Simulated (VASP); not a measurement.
Energy against volume of Eu (bcc). Calculation: PW91 GGA, VASP's PBE PAW potentials (set 64) (plane waves; VASP 6.6.1). Run with 520 eV cut-off, 12×12×12 Γ-centred mesh, first-order Methfessel-Paxton smearing of 0.10 eV, potentials Eu_2.

The 4f electrons are frozen in the core of the lanthanide potential, so 4f levels, which can set the real gap, and their magnetism are missing.

| V (Å³/atom) | E (eV/atom) |
|---|---|
| 41.774 | -1.88897 |
| 43.066 | -1.89129 |
| 44.358 | -1.89026 |
| 45.650 | -1.88635 |

Fit these four points and predict the energy of the run at 40.482 Å³/atom.

A cubic in V^(−2/3), the third-order Birch-Murnaghan form, passes through the four points with V0 = 43.29 Å³/atom and B0 = 14 GPa, and gives -1.8828 eV/atom there. The run gave -1.8828 eV/atom, -0.0 meV/atom from the fit; all five points give B0 = 14 GPa.

The compound is Eu in the bcc structure. It was relaxed first, which changed the volume by -10 %.
